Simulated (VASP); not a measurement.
Calculation: PBEsol GGA, VASP's PBE PAW potentials (set 64) (plane waves; VASP).

Input for VASP

**INCAR**
```
LWAVE  =  F
PREC  =  Accurate
ISIF  =  2   ! forces and stress, cell fixed
NELM  =  100   ! most electronic steps
SYSTEM  =  Ir
NEDOS  =  601   ! DOS grid
ENCUT  =  400
LREAL  =  F   ! projection in real space or not
EDIFF  =  1E-7   ! SCF stop (eV)
LMAXMIX  =  6
LCHARG  =  T
GGA  =  PS
LASPH  =  T
ISMEAR  =  -5
LORBIT  =  11   ! lm-projected
ALGO  =  Normal
```

POSCAR:
```
Ir
1
    2.5430413052     0.0000000000     0.0000000000
    0.0000000000     2.5430413052     0.0000000000
    0.0000000000     0.0000000000     2.5430413052
Ir
1
Direct
  0.0000000000   0.0000000000   0.0000000000
```

### KPOINTS
```
Regular mesh
0
gamma
  16 16 16
```

POTCAR, in this order: Ir (PBE.64 set). Program: vasp_std.

Output of the run:

**OSZICAR**
```
       N       E                     dE             d eps       ncg     rms          rms(c)
DAV:   1     0.335481189969E+02    0.33548E+02   -0.37617E+03  2776   0.801E+02
DAV:   2    -0.860296539142E+01   -0.42151E+02   -0.41249E+02  2640   0.188E+02
DAV:   3    -0.918667613486E+01   -0.58371E+00   -0.58372E+00  3792   0.287E+01
DAV:   4    -0.919027731604E+01   -0.36012E-02   -0.36018E-02  3408   0.172E+00
DAV:   5    -0.919030374705E+01   -0.26431E-04   -0.26191E-04  3832   0.102E-01    0.124E+01
DAV:   6    -0.879041407419E+01    0.39989E+00   -0.10121E+00  3104   0.130E+01    0.511E+00
DAV:   7    -0.873439686953E+01    0.56017E-01   -0.19561E-01  3488   0.513E+00    0.163E+00
DAV:   8    -0.872963405707E+01    0.47628E-02   -0.72973E-03  2920   0.143E+00    0.725E-01
DAV:   9    -0.872862915965E+01    0.10049E-02   -0.50646E-04  3000   0.385E-01    0.290E-02
DAV:  10    -0.872862302178E+01    0.61379E-05   -0.38382E-06  3304   0.167E-02    0.247E-03
DAV:  11    -0.872862263520E+01    0.38658E-06   -0.10157E-07  3344   0.355E-03    0.460E-04
DAV:  12    -0.872862274311E+01   -0.10791E-06   -0.23334E-09  1720   0.750E-04    0.842E-05
DAV:  13    -0.872862278212E+01   -0.39013E-07   -0.19536E-10  1520   0.188E-04
   1 F= -.87286228E+01 E0= -.87286228E+01  d E =0.000000E+00
```

**OUTCAR**
```
------------------------ aborting loop because EDIFF is reached ----------------------------------------
  FORCE on cell =-STRESS in cart. coord.  units (eV):
  Direction    XX          YY          ZZ          XY          YZ          ZX
  --------------------------------------------------------------------------------------
  Total       -0.0319625     -0.0319625     -0.0319625     -0.0000000     -0.0000000      0.0000000
  in kB       -3.1137996     -3.1137996     -3.1137996     -0.0000000     -0.0000000      0.0000000
  external PRESSURE =      -3.1137996 kB  Pullay stress =       0.0000000 kB
  volume of cell :       16.45
      direct lattice vectors                 reciprocal lattice vectors
     2.543041305  0.000000000  0.000000000     0.393229948  0.000000000  0.000000000
     0.000000000  2.543041305  0.000000000     0.000000000  0.393229948  0.000000000
     0.000000000  0.000000000  2.543041305     0.000000000  0.000000000  0.393229948
 POSITION                                       TOTAL-FORCE (eV/Angst)
 -----------------------------------------------------------------------------------
      0.00000      0.00000      0.00000         0.000000      0.000000      0.000000
 -----------------------------------------------------------------------------------
    total drift:                               -0.000000      0.000000     -0.000000
  FREE ENERGIE OF THE ION-ELECTRON SYSTEM (eV)
  ---------------------------------------------------
  free  energy   TOTEN  =        -8.7286227821 eV

  energy  without entropy=       -8.7286227821  energy(sigma->0) =       -8.72862278

 total charge

# of ion       s       p       d       tot
------------------------------------------
    1        0.738   0.547   7.043   8.328
```
(Selected blocks of OUTCAR.)

### OUTCAR
```
 val. band max:        7.8323925197   @ k =   0.3750   0.1875   0.1250

 cond. band min:       7.6169498198   @ k =   0.3125   0.3125   0.0625


 Fermi energy:         7.7442592948

 k-point     1 :       0.0000    0.0000    0.0000
  band No.  band energies     occupation
      1      -1.7177      2.00000
      2       1.5070      2.00000
      3       1.5070      2.00000
      4       9.1080      0.00000
      5       9.1080      0.00000
      6       9.1080      0.00000
      7      23.4822      0.00000
      8      23.4822      0.00000

 k-point     2 :       0.0625    0.0000    0.0000
  band No.  band energies     occupation
      1      -1.5926      2.00000
      2       1.5335      2.00000
      3       1.6294      2.00000
      4       8.9653      0.00000
      5       8.9653      0.00000
      6       9.1188      0.00000
      7      22.6589      0.00000
      8      23.7199      0.00000

 k-point     3 :       0.1250    0.0000    0.0000
  band No.  band energies     occupation
      1      -1.2429      2.00000
      2       1.6098      2.00000
      3       2.0031      2.00000
      4       8.5794      0.00000
      5       8.5794      0.00000
      6       9.1497      0.00000
      7      20.9571      0.00000
      8      24.3841      0.00000

 k-point     4 :       0.1875    0.0000    0.0000
  band No.  band energies     occupation
      1      -0.7370      2.00000
      2       1.7265      2.00000
      3       2.6389      2.00000
      4       8.0497      0.09559
      5       8.0497      0.05520
      6       9.1963      0.00000
      7      19.1172      0.00000
      8      25.3567      0.00000

 k-point     5 :       0.2500    0.0000    0.0000
  band No.  band energies     occupation
      1      -0.1638      2.00000
      2       1.8682      2.00000
      3       3.5204      2.00000
      4       7.4828      1.96416
      5       7.4828      1.91324
      6       9.2518      0.00000
      7      17.4019      0.00000
...
```

For a metal the tetrahedron method with Blöchl corrections gives inexact stress and forces. Unless said otherwise, spin-orbit coupling is left out, though it shifts the bands of the heavy elements here.

The structure was generated: Ir was put into the simple-cubic type (Pm-3m), which need not be its known phase. It was relaxed first.
